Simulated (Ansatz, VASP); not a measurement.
## ZrB2 in two plane-wave programs

One calculation is typed for both programs; each brings its own data sets. How far apart do they land? The cell is taken from a series of runs on this material, whose earlier steps may have relaxed, scaled, displaced or heated it; both programs get it as it stands.

Main program and level: Ansatz 0.2.0; plane waves, with VASP 6.6.1 beside it; zone-centre phonons at PBE.

### 1. The starting structure

The structure is hexagonal, space group P6/mmm (No. 191). Conventional cell: a = 3.171 Å, b = 3.171 Å, c = 3.543 Å, α = 90.00°, β = 90.00°, γ = 120.00°. Zr has 12 B at 2.55 Å nearest. Nearest to B lie 3 B at 1.83 Å and 6 Zr at 2.55 Å. Farther neighbours are not listed.

Structure file:

```cif
data_structure
_symmetry_space_group_name_H-M 'P6/mmm'
_symmetry_Int_Tables_number 191
_cell_length_a 3.1709
_cell_length_b 3.1709
_cell_length_c 3.5429
_cell_angle_alpha 90.000
_cell_angle_beta 90.000
_cell_angle_gamma 120.000
_cell_volume 30.85
loop_
_atom_site_label
_atom_site_type_symbol
_atom_site_symmetry_multiplicity
_atom_site_Wyckoff_symbol
_atom_site_fract_x
_atom_site_fract_y
_atom_site_fract_z
_atom_site_occupancy
Zr1 Zr 1 a 0.00000 0.00000 0.00000 1
B1 B 2 d 0.33333 0.66667 0.50000 1
```

### 2. Ansatz: zone-centre phonons, PBE

Ansatz runs on its PAW soft_1 files.

Second derivatives magnify differences that forces hide, and they need a tight electronic threshold.

File input.yaml:

```yaml
crystal:
  lattice:
    - [3.1709222583, 0.0, 0.0]
    - [-1.5854611292, 2.7460992292, 0.0]
    - [0.0, 0.0, 3.5428634952]
  atoms:
    - { symbol: Zr, position: [0.0, 0.0, 0.0] }
    - { symbol: B, position: [0.3333333333, 0.6666666667, 0.5] }
    - { symbol: B, position: [0.6666666667, 0.3333333333, 0.5] }
kpoints:
  mp_grid: { grid: [15, 15, 12] }
hamiltonian:
  xc: pbe
  pseudopotentials: { kind: paw, azcp: { folder: soft_1 } }
scf:
  occupations: { method: methfessel_paxton, width: 0.2 }
output:
  eigenvalues: true
phonons:
  method: dfpt
```

The run is started by

```console
ansatz run input.yaml --threads 4 --pin off --max-ram 16384MiB --backend cpu --events-out ev --progress --plain --runs-dir out
```

Numbers of over 12 decimals in the logs are rounded to 6 here.

Log:

```text
zone centre: on kpoints.mp_grid the ground state, and the responses unless they are solved on pairs of k-points, stand on 448 of the mesh's 2700 k-points, reduced under 4 symmetry operations, with k and −k counted as one. Each operation leaves every solved displacement unchanged or reverses it
Engine: ansatz 0.2.0, aarch64-unknown-linux-gnu
Pseudopotentials: kind: paw
Pseudopotential: Zr, paw, valence charge 12, recommended cutoff 420 eV (normal), soft_1/Zr.paw.azcp
Pseudopotential: B, paw, valence charge 3, recommended cutoff 420 eV (normal), soft_1/B.paw.azcp
Functional definition: PBE
  parameter kappa = 0.804
  parameter beta = 0.066725
  exchange = pbe_x(kappa = kappa, mu = beta*pi^2/3)
  correlation = pbe_c(beta = beta)
Crystal: 3 atoms, lattice volume = 30.850 Å³
Basis set: ecut = 420 eV, 575 PW (Γ), exchange–correlation on 48×48×48 points (8 copies of the dense FFT grid, shifted against one another)
Bands: 13, of which v1, the nominal top of the filled ones, is band 9 counted from 1 (8 counted from 0)
Symmetry: 24 space group operations
k-points: 448 of 2700 (irreducible under 4 space group operations, time reversal used)
Non-local potential: Zr, projectors of the file, l = 0: 3, l = 1: 2, l = 2: 2, l = 3: 1
Non-local potential: B, projectors of the file, l = 0: 2, l = 1: 2, l = 2: 1
PAW form: soft (Blöchl's): semilocal exchange-correlation on the pseudo side does not see the compensation charge
PAW one-centre angular grid: Zr, 590 points (default); XC on 64 Gauss nodes
PAW one-centre angular grid: B, 110 points (default); XC on 64 Gauss nodes
Initial density: superposition of atomic densities (chi_scale 0.1, normalization cell, long waves kept (reshape's long-wave potential 0.00 eV rms))
Initial wavefunctions: pseudopotential atomic-orbital guess
Functional: x = pbe(κ = 0.804, μ = 0.219515), c = pbe(β = 0.066725)
SCF iter   1: F=—  HF=-4499.308810 eV  |F-HF|=—  |Δ(HF+E_count)|=         —  Δρ=5.67e-2  dr2=1.86e0  ethr=3.10e-3  ⟨swp⟩=4.9  Hψ=28067  notcnv=0
preconditioner: auto → none  [metal: Δε(μ)=0.045 eV  Ē_g=17.006 eV  σ=0.200 eV  W_gap=0.19  n_scr=8 (ndim 8)  ℏωp=26.7 eV  f_vac=0.000  D(μ)=0.25/eV (n_scr^D=0)  sad-step TF]
SCF iter   2: F=—  HF=-4498.860831 eV  |F-HF|=—  |Δ(HF+E_count)|=   4.48e-1  S|Δr|=    0.00e0  Δρ=2.82e-2  dr2=4.10e-1  ethr=3.10e-3  ⟨swp⟩=2.3  Hψ=11798  notcnv=0
SCF iter   3: F=—  HF=-4498.746322 eV  |F-HF|=—  |Δ(HF+E_count)|=   1.15e-1  S|Δr|=    0.00e0  Δρ=2.65e-3  dr2=1.73e-3  ethr=2.28e-3  ⟨swp⟩=2.1  Hψ=9950  notcnv=0
SCF iter   4: F=—  HF=-4498.746782 eV  |F-HF|=—  |Δ(HF+E_count)|=   4.59e-4  S|Δr|=    0.00e0  Δρ=4.24e-4  dr2=4.36e-5  ethr=9.63e-6  ⟨swp⟩=2.2  Hψ=12991  notcnv=0
SCF iter   5: F=—  HF=-4498.746792 eV  |F-HF|=—  |Δ(HF+E_count)|=   1.06e-5  S|Δr|=    0.00e0  Δρ=5.81e-5  dr2=8.02e-7  ethr=2.42e-7  ⟨swp⟩=2.1  Hψ=8402  notcnv=0
SCF iter   6: F=—  HF=-4498.746792 eV  |F-HF|=—  |Δ(HF+E_count)|=   1.93e-7  S|Δr|=    0.00e0  Δρ=8.75e-6  dr2=1.35e-8  ethr=4.45e-9  ⟨swp⟩=2.0  Hψ=9653  notcnv=0
SCF iter   7: F=—  HF=-4498.746792 eV  |F-HF|=—  |Δ(HF+E_count)|=  9.73e-11  S|Δr|=    0.00e0  Δρ=1.77e-6  dr2=5.95e-10  ethr=7.48e-11  ⟨swp⟩=2.0  Hψ=9866  notcnv=0
SCF iter   8: F=-4498.746792 eV  HF=-4498.746792 eV  |F-HF|=0.00e0  |Δ(HF+E_count)|=  5.18e-11  S|Δr|=    0.00e0  Δρ=1.59e-7  dr2=2.71e-12  ethr=1.00e-12  ⟨swp⟩=4.1  Hψ=27627  notcnv=0
SCF 1 converged in 8 iterations: F = -4498.746792 eV  dr2 = 2.71e-12
  greatest PAW one-centre occupation: 0.997 electrons in one spin orbital (limit 2), on the Zr atom at site 0 (counted from 0), in its partial waves of l = 0
DFPT response loops at Γ: preconditioner auto → Kerker (q_TF=auto, 2.494 Å⁻¹) (partly filled bands, converged f_vac=0.000); β = 1.00, the filter's whole step (`scf.mixing.beta` (0.50) is not read by the response loops under this deck's `scf.mixing.preconditioner`; to damp them name `kerker` or `kerker_dos`, under which they read `scf.mixing.beta`, and type it under 1.00, their step now; both keys bind the ground state too); Broyden in place of MSR1
SCF converged after 8 iterations
Stability not checked: this state was not tested for a lower state beside it, because cold or Methfessel-Paxton smearing, or corrected tetrahedra, fill the levels in a way that the test cannot read (fill_not_monotonic; see scf.lower_state_search)
Free energy (F): -4498.746792 eV
Harris-Foulkes:  -4498.746792 eV  (|F-HF|=0.00e0)
Internal energy: -4498.747309 eV  (E = F + TS)
E sigma→0 (E₀):  -4498.746922 eV
Entropy (-TS):   0.000517 eV (0.172 meV/atom)
Fermi energy:    15.693878 eV
--- Per-component energies (eV) ---
  E_band       = -26.912096
  E_kinetic    = 418.143809
  E_local      = -529.605227  (includes V_loc(G=0)·N_el)
  E_nonlocal   = 89.297265
  E_hartree    = 179.148599
  E_xc         = -222.864282
  E_vxc        = -263.504810  (∫ρ·V_xc dr)
  E_paw        = -3120.182958  (= ΣΔE_a)
  E_vpaw       = -99.540328  (= ΣTr[D̂ρ^β])
  E_aug_tail   = -0.000011  (compensation charges beyond the density's cutoff)
  E_ewald      = -1312.684504
  E_smearing   = 0.000517  (= −TS)
  E_closure    = -0.000000  (closes the sum)
  Σ components = -4498.746792   (vs F -4498.746792, Δ=0.00e0)
--- Band table (eV; the first three rows and the last of 448) ---
  k-point 0: bands = [... 5 lower, 13.0955, 13.0955, 13.1218, 13.3358, 19.0871, 19.0871, 19.8391, 19.8391]
  k-point 1: bands = [... 5 lower, 12.3362, 13.1605, 13.1605, 14.0874, 18.5508, 18.5508, 19.6274, 19.6274]
  k-point 2: bands = [... 5 lower, 11.4227, 13.3527, 13.3527, 14.9223, 17.7268, 17.7268, 19.0662, 19.0662]
  k-point 447: bands = [... 5 lower, 8.7860, 11.0813, 12.0936, 13.1390, 19.0962, 20.3674, 20.5982, 21.6408]
--- Phonons (Γ-DFPT): 4 representative perturbations + reference, on 448 of 2700 k-points (Σ response iterations 12) ---
  k mesh reduced under 4 symmetry operations, with k and −k counted as one. Each operation leaves every solved displacement unchanged or reverses it
  ASR residual: 8.793e-5 → 0.000e0 eV/Å²; symmetrization residual: 7.622e-7 eV/Å²
  ASR residual per site (eV/Å²): 8.79e-5 7.49e-6 7.49e-6
  Γ frequencies (cm⁻¹): 0.00 0.00 0.00 448.87 448.87 466.15 559.61 767.27 767.27
  non-analytic LO–TO correction: not included (Born effective charges unavailable; polar crystals: no LO–TO splitting at Γ)
```

Reading the cycles: dr2 is the Hartree energy of the density residual (eV), the measure of convergence; HF is the Harris–Foulkes estimate of the energy, which meets the free energy F at convergence.

(Part 1 of 2 ends here.)

[Lines on the potential files, build, host, timing and source positions are cut from VASP's logs without a mark.]

[Logs are printed without paths, hosts, clocks, repeated set-up lines and the standing remarks that a program may print on its own settings, such as how far it seeks lower states.]

[Hosts, paths, dates, database ids (printed as entryN), source tags and the programs' standing remarks are cut or masked in the printed files.]
